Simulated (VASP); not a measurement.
Data:

```xyz
2
Lattice="0.0000 2.3511 2.3511 2.3511 0.0000 2.3511 2.3511 2.3511 0.0000" Properties=species:S:1:pos:R:3 pbc="T T T"
Cd     0.0000     0.0000     0.0000
O      2.3511     2.3511     2.3511
```

Level of theory: PBEsol GGA, VASP's PBE PAW potentials (set 64) (plane waves; VASP). Numerical set-up: 620 eV cut-off, 13×13×13 Γ-centred mesh, first-order Methfessel-Paxton smearing of 0.10 eV, potentials Cd O.

Problem. Estimate the energy per atom (σ→0), band gap (on the k-mesh) with the smallest direct gap where there is one.

Solution. 
```json
{
  "band gap (on the k-mesh)": "none (metal, semimetal or under 0.01 eV)",
  "energy per atom (σ→0)": "-4.253 eV/atom"
}
```

Total energies compare only between runs with the same potentials, cut-off and functional.

The compound is CdO in the rock salt structure. It was relaxed first.
